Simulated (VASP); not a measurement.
Level of theory: r2SCAN meta-GGA, VASP's PBE PAW potentials (set 64) (plane waves; VASP).

VASP input:

### INCAR
```
SYSTEM = MgI2
PREC = Accurate
ENCUT = 520
EDIFF = 1E-7
NELM = 100
ALGO = Normal
LREAL = .FALSE.
LASPH = .TRUE.
ISMEAR = 0
SIGMA = 0.05
METAGGA = R2SCAN
LMIXTAU = .TRUE.
LMAXMIX = 4
LWAVE = .FALSE.
LCHARG = .FALSE.
ISIF = 4
IBRION = 2
NSW = 30
EDIFFG = -0.01
```

**POSCAR**
```
MgI2
1
    2.1142956588    -3.6620670622     0.0000000000
    2.1142956588     3.6620670622     0.0000000000
    0.0000000000     0.0000000000     7.1638206746
Mg I
1 2
Direct
  0.0000000000   0.0000000000   0.0000000000
  0.3333330000   0.6666670000   0.2343340255
  0.6666670000   0.3333330000   0.7656659745
```

KPOINTS:
```
Automatic mesh
0
Gamma
6 6 3
0 0 0
```

POTCAR, in this order: Mg I (PBE.64 set). Program: vasp_std.

The run wrote:

OSZICAR:
```
...
DAV:  24    -0.569275951952E+02   -0.52175E-08   -0.10696E-07   300   0.357E-03
   1 F= -.56927595E+02 E0= -.56927595E+02  d E =-.569276E+02
       N       E                     dE             d eps       ncg     rms          rms(c)
DAV:   1    -0.569293411090E+02   -0.17459E-02   -0.99768E-02   408   0.190E+00    0.963E-02
DAV:   2    -0.569296342390E+02   -0.29313E-03   -0.31499E-03   472   0.424E-01    0.424E-02
DAV:   3    -0.569298504962E+02   -0.21626E-03   -0.14368E-04   420   0.138E-01    0.303E-02
DAV:   4    -0.569298542131E+02   -0.37169E-05   -0.49604E-05   452   0.585E-02    0.110E-02
DAV:   5    -0.569298514763E+02    0.27368E-05   -0.31105E-05   408   0.637E-02    0.310E-03
DAV:   6    -0.569298544163E+02   -0.29400E-05   -0.29126E-05   408   0.627E-02    0.820E-03
DAV:   7    -0.569298585289E+02   -0.41125E-05   -0.77410E-07   444   0.992E-03    0.720E-03
DAV:   8    -0.569298572770E+02    0.12519E-05   -0.15230E-07   348   0.502E-03    0.626E-03
DAV:   9    -0.569298609956E+02   -0.37186E-05   -0.64048E-06   408   0.293E-02    0.573E-03
DAV:  10    -0.569298617666E+02   -0.77109E-06   -0.12031E-07   316   0.393E-03    0.340E-03
DAV:  11    -0.569298616689E+02    0.97735E-07   -0.97424E-09   256   0.974E-04
   2 F= -.56929862E+02 E0= -.56929862E+02  d E =-.226647E-02
       N       E                     dE             d eps       ncg     rms          rms(c)
DAV:   1    -0.569290161707E+02    0.84560E-03   -0.89959E-01   408   0.573E+00    0.280E-01
DAV:   2    -0.569321895473E+02   -0.31734E-02   -0.28312E-02   472   0.127E+00    0.121E-01
DAV:   3    -0.569339654218E+02   -0.17759E-02   -0.12686E-03   424   0.400E-01    0.850E-02
DAV:   4    -0.569339415999E+02    0.23822E-04   -0.42367E-04   468   0.167E-01    0.301E-02
DAV:   5    -0.569339176187E+02    0.23981E-04   -0.32156E-04   408   0.209E-01    0.943E-03
DAV:   6    -0.569339181690E+02   -0.55032E-06   -0.33052E-04   408   0.213E-01    0.249E-02
DAV:   7    -0.569339705235E+02   -0.52354E-04   -0.80804E-06   428   0.317E-02    0.221E-02
DAV:   8    -0.569339632600E+02    0.72634E-05   -0.51337E-07   508   0.843E-03    0.208E-02
DAV:   9    -0.569340239926E+02   -0.60733E-04   -0.49844E-05   408   0.818E-02    0.160E-02
DAV:  10    -0.569340255776E+02   -0.15851E-05   -0.65651E-07   496   0.896E-03    0.951E-03
DAV:  11    -0.569340248171E+02    0.76051E-06   -0.27724E-07   488   0.579E-03    0.682E-03
DAV:  12    -0.569340257579E+02   -0.94072E-06   -0.73921E-07   412   0.803E-03    0.655E-03
DAV:  13    -0.569340255551E+02    0.20280E-06   -0.29914E-07   408   0.555E-03    0.155E-03
DAV:  14    -0.569340255934E+02   -0.38328E-07   -0.15492E-08   204   0.120E-03
   3 F= -.56934026E+02 E0= -.56934026E+02  d E =-.643040E-02
       N       E                     dE             d eps       ncg     rms          rms(c)
DAV:   1    -0.569085939375E+02    0.25432E-01   -0.36096E+00   408   0.115E+01    0.543E-01
DAV:   2    -0.569235521655E+02   -0.14958E-01   -0.11332E-01   476   0.254E+00    0.224E-01
DAV:   3    -0.569299048643E+02   -0.63527E-02   -0.50652E-03   424   0.774E-01    0.155E-01
DAV:   4    -0.569296379308E+02    0.26693E-03   -0.15833E-03   476   0.313E-01    0.528E-02
DAV:   5    -0.569293963635E+02    0.24157E-03   -0.16117E-03   408   0.472E-01    0.206E-02
DAV:   6    -0.569294122040E+02   -0.15841E-04   -0.17882E-03   408   0.493E-01    0.522E-02
DAV:   7    -0.569297169572E+02   -0.30475E-03   -0.47214E-05   424   0.751E-02    0.443E-02
DAV:   8    -0.569297222895E+02   -0.53323E-05   -0.11388E-06   516   0.115E-02    0.409E-02
DAV:   9    -0.569300063362E+02   -0.28405E-03   -0.24114E-04   408   0.178E-01    0.242E-02
DAV:  10    -0.569300104855E+02   -0.41493E-05   -0.20980E-06   500   0.151E-02    0.162E-02
DAV:  11    -0.569300103888E+02    0.96759E-07   -0.63325E-08   320   0.248E-03
   4 F= -.56930010E+02 E0= -.56930010E+02  d E =-.241519E-02
       N       E                     dE             d eps       ncg     rms          rms(c)
DAV:   1    -0.569270819486E+02    0.29285E-02   -0.20050E+00   408   0.848E+00    0.512E-01
DAV:   2    -0.569225499391E+02    0.45320E-02   -0.67221E-02   488   0.203E+00    0.213E-01
DAV:   3    -0.569341739332E+02   -0.11624E-01   -0.57061E-03   408   0.963E-01    0.158E-01
DAV:   4    -0.569343865554E+02   -0.21262E-03   -0.14221E-03   464   0.338E-01    0.564E-02
DAV:   5    -0.569345025932E+02   -0.11604E-03   -0.42406E-04   416   0.220E-01    0.121E-02
DAV:   6    -0.569345179091E+02   -0.15316E-04   -0.19101E-04   408   0.161E-01    0.266E-02
DAV:   7    -0.569345761936E+02   -0.58284E-04   -0.34420E-05   408   0.719E-02    0.163E-02
DAV:   8    -0.569345099995E+02    0.66194E-04   -0.31967E-05   416   0.740E-02    0.172E-02
DAV:   9    -0.569345785688E+02   -0.68569E-04   -0.39655E-05   408   0.818E-02    0.378E-03
DAV:  10    -0.569345787844E+02   -0.21555E-06   -0.38241E-07   516   0.616E-03    0.450E-03
DAV:  11    -0.569345787391E+02    0.45315E-07   -0.11355E-08   280   0.129E-03
   5 F= -.56934579E+02 E0= -.56934579E+02  d E =-.698354E-02
       N       E                     dE             d eps       ncg     rms          rms(c)
DAV:   1    -0.569380173393E+02   -0.34386E-02   -0.18045E-01   424   0.235E+00    0.276E-01
DAV:   2    -0.569367250790E+02    0.12923E-02   -0.36996E-03   468   0.505E-01    0.124E-01
DAV:   3    -0.569356759042E+02    0.10492E-02   -0.10904E-03   492   0.242E-01    0.692E-02
DAV:   4    -0.569356667075E+02    0.91967E-05   -0.80489E-04   416   0.261E-01    0.188E-02
DAV:   5    -0.569356478273E+02    0.18880E-04   -0.25117E-04   416   0.203E-01    0.106E-02
DAV:   6    -0.569356052532E+02    0.42574E-04   -0.30775E-04   412   0.205E-01    0.140E-02
DAV:   7    -0.569356847159E+02   -0.79463E-04   -0.39088E-05   424   0.720E-02    0.302E-03
DAV:   8    -0.569356979024E+02   -0.13187E-04   -0.21441E-05   432   0.582E-02    0.185E-03
DAV:   9    -0.569356960917E+02    0.18107E-05   -0.66392E-07   504   0.895E-03    0.134E-03
DAV:  10    -0.569356980799E+02   -0.19883E-05   -0.31660E-07   420   0.697E-03    0.303E-04
DAV:  11    -0.569356974766E+02    0.60336E-06   -0.38411E-08   300   0.277E-03    0.145E-04
DAV:  12    -0.569356979828E+02   -0.50623E-06   -0.13970E-08   212   0.144E-03    0.129E-04
DAV:  13    -0.569356977607E+02    0.22210E-06   -0.27791E-09   216   0.550E-04    0.209E-05
DAV:  14    -0.569356979016E+02   -0.14090E-06   -0.69620E-10   212   0.314E-04    0.153E-05
DAV:  15    -0.569356977823E+02    0.11928E-06   -0.31997E-10   216   0.207E-04    0.723E-06
DAV:  16    -0.569356978275E+02   -0.45162E-07   -0.41006E-11   212   0.684E-05
   6 F= -.56935698E+02 E0= -.56935698E+02  d E =-.111909E-02
       N       E                     dE             d eps       ncg     rms          rms(c)
DAV:   1    -0.569365873076E+02   -0.88953E-03   -0.54363E-02   424   0.129E+00    0.152E-01
DAV:   2    -0.569361957121E+02    0.39160E-03   -0.11104E-03   468   0.277E-01    0.678E-02
DAV:   3    -0.569358772194E+02    0.31849E-03   -0.34007E-04   492   0.135E-01    0.376E-02
DAV:   4    -0.569358765124E+02    0.70697E-06   -0.24320E-04   416   0.144E-01    0.108E-02
DAV:   5    -0.569358691616E+02    0.73508E-05   -0.81963E-05   416   0.115E-01    0.602E-03
DAV:   6    -0.569358565788E+02    0.12583E-04   -0.99614E-05   412   0.116E-01    0.833E-03
DAV:   7    -0.569358817200E+02   -0.25141E-04   -0.14552E-05   416   0.439E-02    0.155E-03
DAV:   8    -0.569358849945E+02   -0.32744E-05   -0.59890E-06   432   0.307E-02    0.953E-04
DAV:   9    -0.569358840457E+02    0.94875E-06   -0.17579E-07   396   0.481E-03    0.807E-04
DAV:  10    -0.569358851787E+02   -0.11330E-05   -0.11059E-07   284   0.394E-03    0.133E-04
DAV:  11    -0.569358846936E+02    0.48511E-06   -0.16176E-08   236   0.159E-03    0.904E-05
DAV:  12    -0.569358849812E+02   -0.28765E-06   -0.39831E-09   216   0.792E-04    0.109E-04
DAV:  13    -0.569358849039E+02    0.77371E-07   -0.15715E-09   212   0.437E-04
   7 F= -.56935885E+02 E0= -.56935885E+02  d E =-.130616E-02
```

File OUTCAR:
```
------------------------ aborting loop because EDIFF is reached ----------------------------------------
  FORCE on cell =-STRESS in cart. coord.  units (eV):
  Direction    XX          YY          ZZ          XY          YZ          ZX
  --------------------------------------------------------------------------------------
  Total       -0.1146087     -0.1146087     -0.1049134      0.0000000      0.0000000     -0.0000000
  in kB       -1.6552415     -1.6552412     -1.5152168      0.0000000      0.0000000     -0.0000000
  external PRESSURE =      -1.6085665 kB  Pullay stress =       0.0000000 kB
  volume of cell :      110.93
      direct lattice vectors                 reciprocal lattice vectors
     2.095596034 -3.629678435  0.000000000     0.238595603 -0.137753250  0.000000000
     2.095596034  3.629678435  0.000000000     0.238595603  0.137753250  0.000000000
    -0.000000000 -0.000000000  7.292240748     0.000000000  0.000000000  0.137132061
 POSITION                                       TOTAL-FORCE (eV/Angst)
 -----------------------------------------------------------------------------------
      0.00000      0.00000      0.00000        -0.000000     -0.000000      0.000000
      2.09560      1.20990      1.66299         0.000000     -0.000000      0.000894
      2.09560     -1.20990      5.62925         0.000000      0.000000     -0.000894
 -----------------------------------------------------------------------------------
    total drift:                                0.000000     -0.000000      0.000000
  FREE ENERGIE OF THE ION-ELECTRON SYSTEM (eV)
  ---------------------------------------------------
  free  energy   TOTEN  =       -56.9358849039 eV

  energy  without entropy=      -56.9358849039  energy(sigma->0) =      -56.93588490

 reached required accuracy - stopping structural energy minimisation
```
(Selected blocks of OUTCAR.)

CONTCAR:
```
MgI2
   1.00000000000000
     2.0955960344329081   -3.6296784346812032    0.0000000000000000
     2.0955960344329081    3.6296784346812032    0.0000000000000000
    -0.0000000000000000   -0.0000000000000000    7.2922407478485418
  Mg              I
     1     2
Direct
     0.0000000000000000    0.0000000000000000    0.0000000000000000
     0.3333330000000032    0.6666669999999968    0.2280497136585556
     0.6666669999999968    0.3333330000000032    0.7719502863414442
```

The compound is MgI2 in the 1T layered structure. This cell is one point of a volume scan, at 1.03 of the reference volume. Symmetry was kept, so distortions that lower it aren't found.
